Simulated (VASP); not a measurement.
VASP runs on CdSe (space group P6_3mc) share one base input (LDA (Ceperley-Alder, Perdew-Zunger), plane waves, VASP's LDA PAW potentials (set 64)) and change the settings named in each case.

File KPOINTS:
```
Automatic mesh
0
Gamma
8 8 2
0 0 0
```

**POSCAR**
```
CdSe
1
    4.4281570000     0.0000000000     0.0000000000
   -2.2140780000     3.8348960000     0.0000000000
    0.0000000000     0.0000000000    14.4966500000
Cd Se
4 4
Direct
  0.0000000000   0.0000000000   0.0000000000
  0.0000000000   0.0000000000   0.5000000000
  0.6666670000   0.3333330000   0.7501800000
  0.3333330000   0.6666670000   0.2501800000
  0.0000000000   0.0000000000   0.8121600000
  0.0000000000   0.0000000000   0.3121600000
  0.6666670000   0.3333330000   0.5632900000
  0.3333330000   0.6666670000   0.0632900000
```

INCAR:
```
ISMEAR = -1   # Fermi-Dirac
LMAXMIX = 4
PREC = Accurate
LWAVE = .FALSE.
LCHARG = .FALSE.
SIGMA = 0.136   # width (eV)
ENCUT = 300
LASPH = .TRUE.
SYSTEM = CdSe
LREAL = .FALSE.   # projection in real space or not
ALGO = Normal   # blocked Davidson
EDIFF = 1E-6
NELM = 100   # most electronic steps
ISIF = 2   # forces and stress, cell fixed
```

POTCAR, in this order: Cd Se (LDA.64 set). Program: vasp_std.

```csv
change,E(σ→0) (eV/atom),pressure (GPa),−TS (eV)
base run,-3.3173,-5.16,-0.0114
"GGA = PE, POTCAR Cd Se (PBE.64 set)",-2.7440,-1.19,-0.0091
"GGA = PS, POTCAR Cd Se (PBE.64 set)",-3.0577,-3.56,-0.0104
"GGA = RP, POTCAR Cd Se (PBE.64 set)",-2.4344,[?],[?]
"GGA = RE, POTCAR Cd Se (PBE.64 set)",-2.4695,0.09,-0.0073
"GGA = 91, POTCAR Cd Se (PBE.64 set)",-2.7697,-1.28,-0.0092
```

Q: What belongs in the gaps?

A: 
- GGA = RP, POTCAR Cd Se (PBE.64 set), pressure (GPa): 0.55
- GGA = RP, POTCAR Cd Se (PBE.64 set), −TS (eV): -0.0068

Energies of different potentials or functionals have different zeros.  At 300 eV the pressure can carry a Pulay error.

Left out are runs that ran out of time, are held back, or changed the cell or the kind of run, fixed moments of cells without a moment, rows past the twelfth, gaps on odd meshes, pressures of charged cells and columns that move by less than the noise.

The structure was generated: CdSe was put into an ordered model structure, which need not be its known phase. The cell was not relaxed at this level, its lattice was scaled by up to 2.5 %.
